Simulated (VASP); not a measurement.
Here is the system:

```xyz
2
Lattice="0.0000 2.4082 2.4082 2.4082 0.0000 2.4082 2.4082 2.4082 0.0000" Properties=species:S:1:pos:R:3 pbc="T T T"
B      0.0000     0.0000     0.0000
As     1.2041     1.2041     1.2041
```

Level of theory: PBE GGA, VASP's PBE PAW potentials (set 64) (plane waves; VASP). Settings: 520 eV cut-off, 13×13×13 Γ-centred mesh, Gaussian smearing of 0.010 eV, potentials B As.

Problem. Give the electronic dielectric tensor ε∞ (DFPT, local fields included).

Solution. 
```
9.88  0.00  0.00
0.00  9.88  0.00
0.00  0.00  9.88
```

Problem. Give the Born effective charges.

Solution. 
```json
[
 {"atom": "B1", "Z*xx": "-0.46", "Z*yy": "-0.46", "Z*zz": "-0.46", "mean": "-0.46"},
 {"atom": "As2", "Z*xx": "0.46", "Z*yy": "0.46", "Z*zz": "0.46", "mean": "0.46"}
]
```

Problem. And the static tensor with the ions free?

Solution. 
```
9.97  0.00  0.00
0.00  9.97  0.00
0.00  0.00  9.97
```

Problem. Which frequencies do the optical Γ-point modes have (no LO-TO splitting)?

Solution. 679 (×3) cm⁻¹.

The piezoelectric tensor e of the same run, ions relaxed (C/m²):

|  | xx | yy | zz | yz | xz | xy |
|---|---|---|---|---|---|---|
| x | 0.00 | 0.00 | 0.00 | -0.04 | 0.00 | 0.00 |
| y | 0.00 | 0.00 | 0.00 | 0.00 | -0.04 | 0.00 |
| z | 0.00 | 0.00 | 0.00 | 0.00 | 0.00 | -0.04 |

The compound is BAs in the zinc blende structure. It was relaxed first.
